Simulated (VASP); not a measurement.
The input files of a VASP run:

### INCAR
```
! general
SYSTEM   =  GaSb
PREC     =  Accurate
ENCUT    =  480
LREAL    =  .FALSE.
LASPH    =  .TRUE.

! electronic loop
EDIFF    =  1E-7
NELM     =  100
ALGO     =  Normal
LMAXMIX  =  4

! smearing
ISMEAR   =  1
SIGMA    =  0.1

! functional
GGA      =  PE

! ions
IBRION   =  2
NSW      =  40
ISIF     =  3
EDIFFG   =  -0.01
PSTRESS  =  100

! output
LWAVE    =  .FALSE.
LCHARG   =  .FALSE.
```

POSCAR:
```
GaSb
1
    0.0000000000     3.1061202464     3.1061202464
    3.1061202464     0.0000000000     3.1061202464
    3.1061202464     3.1061202464     0.0000000000
Ga Sb
1 1
Direct
  0.0000000000   0.0000000000   0.0000000000
  0.2500000000   0.2500000000   0.2500000000
```

File KPOINTS:
```
Automatic mesh
0
Gamma
 10 10 10
```

POTCAR, in this order: Ga_d Sb (PBE.64 set). Program: vasp_std.

### Question
Write an equivalent input for Ansatz.

### Answer
One equivalent input (not run):
Ansatz 0.2 input:
```yaml
crystal:
  lattice:
    - [0.0000000, 3.1061202, 3.1061202]
    - [3.1061202, 0.0000000, 3.1061202]
    - [3.1061202, 3.1061202, 0.0000000]
  atoms:
    - { symbol: Ga, position: [0.0000000, 0.0000000, 0.0000000] }
    - { symbol: Sb, position: [0.2500000, 0.2500000, 0.2500000] }
kpoints:
  mp_grid: { grid: [10, 10, 10] }
hamiltonian:
  xc: pbe
  pseudopotentials: { kind: paw }
scf:
  occupations: { method: methfessel_paxton, width: 0.1 }
  max_iter: 100
relax:
  max_steps: 40
  f_tol: 0.01
  cell: { p_target: 10 }
output: { forces: true, stress: true, eigenvalues: true }
```
The two are equivalent in intent, not identical: each code has its own PAW files, so the cut-off isn't converted (ENCUT is set for VASP's; basis.ecutwfc is left out, and Ansatz then takes the one that its files recommend); Ansatz stops its SCF on the density residual and VASP on the energy change (EDIFF).

The compound is GaSb in the zinc blende structure. This run relaxes it under an external pressure of 10 GPa. Symmetry was kept, so distortions that lower it aren't found.
